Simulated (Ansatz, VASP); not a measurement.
## Two plane-wave programs on ScTa2

Contents of INCAR:

```
SYSTEM = ScTa2
PREC = Accurate
ENCUT = 600
EDIFF = 1E-6
ISMEAR = 0
SIGMA = 0.1
LREAL = .FALSE.
LASPH = .TRUE.
NELM = 80
ALGO = Normal
ISIF = 3
LWAVE = .FALSE.
LCHARG = .FALSE.
GGA = PE
IBRION = 2
NSW = 90
EDIFFG = -0.04
```

Contents of KPOINTS:

```
regular mesh
0
G
  6 6 4
  0 0 0
```

Contents of POSCAR:

```
ScTa2
1.0
    4.0145788800      0.0000000000      0.0000000000
   -2.0072894400      3.4767272900      0.0000000000
    0.0000000000      0.0000000000      4.3372394900
Sc Ta
1 2
Direct
    0.0000000000      0.0000000000      0.0000000000
    0.3333333300      0.6666666700      0.5087273300
    0.6666666700      0.3333333300      0.4912726700
```

Input for Ansatz:

```yaml
crystal:
  lattice:
    - [4.01457888, 0.0, 0.0]
    - [-2.00728944, 3.47672729, 0.0]
    - [0.0, 0.0, 4.33723949]
  atoms:
    - { symbol: Sc, position: [0.0, 0.0, 0.0] }
    - { symbol: Ta, position: [0.33333333, 0.66666667, 0.50872733] }
    - { symbol: Ta, position: [0.66666667, 0.33333333, 0.49127267] }
basis:
  ecutwfc: 420
kpoints:
  mp_grid: { grid: [6, 6, 4] }
hamiltonian:
  xc: pbe
scf:
  occupations: { method: gaussian, width: 0.1 }
  lower_state_search: "off"
output:
  forces: true
  stress: true
  eigenvalues: true
relax:
  adjacent_minimum: "off"
  f_tol: 0.04
  max_steps: 70
  cell: { stress_tol: 0.4 }
```

Alike in both runs: task relaxation of cell and atoms; functional PBE; k mesh 6 × 6 × 4; occupations gaussian, width 0.1 eV; no spin polarisation.

|  | VASP | Ansatz |
| --- | --- | --- |
| version | VASP 6.6.1 | Ansatz 0.2.0 |
| potentials or method | VASP PAW PBE potentials, release 64 (Sc_sv, Ta_pv) | scalar-relativistic, plane waves, PAW |
| plane-wave cutoff (eV) | 600 | 420 |
| valence electrons in the cell | 33 | 37 |

Ansatz gave:

- gap on the k mesh at the Fermi level, each at its own relaxed structure (eV): none
- relaxed volume (Å³/atom): 19.59
- relaxed cell length with the largest relative difference (Å): 4.799
- energy change over the relaxation (meV/atom): -1192

Problem. What did VASP give for the same quantities?

Solution. gap on the k mesh at the Fermi level, each at its own relaxed structure (eV): none; relaxed volume (Å³/atom): 19.91; relaxed cell length with the largest relative difference (Å): 4.830; energy change over the relaxation (meV/atom): -1162.

A gap of «none» marks a metal or a gap that the smearing closes. The two sets of potentials don't hold the same shells in valence.

Caveats: the k mesh is coarse (spacing up to 0.36 Å⁻¹), so the values aren't converged. The runs have no spin-orbit coupling, so splittings on Ta are missing.
